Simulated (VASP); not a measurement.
TiAl (L1_0) is relaxed at rising pressure, each step from the one before. Symmetry mostly holds the structure type, and other phases were not tried. The mesh follows the cell, and a change of mesh leaves a small step in the series.

AlTi has the tetragonal space group P4/mmm (No. 123), Pearson symbol tP2. Conventional cell: a = b = 2.800 Å, c = 4.030 Å, α = β = γ = 90.00°. Ti on 1a is surrounded by 4 Ti at 2.800 Å and 8 Al at 2.825 Å (cuboctahedral). Al on 1d is coordinated by 4 Al at 2.800 Å and 8 Ti at 2.825 Å (cuboctahedral). (Neighbours: up to the widest gap in distance over summed covalent radii, below 1.35, at either atom.)

Method: PBEsol GGA, VASP's PBE PAW potentials (set 64) (plane waves; VASP 6.6.1). Settings: 500 eV cut-off, 13×13×9 Γ-centred mesh, first-order Methfessel-Paxton smearing of 0.10 eV, potentials Ti_sv Al.

| P (GPa) | V (Å³/atom) | H − H(0) (eV/atom) | space group | gap on the mesh (eV) | k-mesh |
|---|---|---|---|---|---|
| 0 | 15.80 | 0.000 | P4/mmm | 0.00 | 13×13×9 |
| 5 | 15.19 | 0.483 | P4/mmm | 0.00 | 13×13×9 |
| 10 | 14.68 | 0.949 | P4/mmm | 0.00 | 13×13×9 |
| 20 | 13.86 | 1.838 | P4/mmm | 0.00 | 14×14×10 |
| 30 | 13.21 | 2.682 | P4/mmm | 0.00 | 14×14×10 |
| 45 | 12.42 | 3.881 | P4/mmm | 0.00 | 14×14×10 |

Pressures at which the relaxation failed are left out.

The compound is TiAl in the L1_0 structure. The electron count is odd and the run is not spin-polarised, which forces a metal.
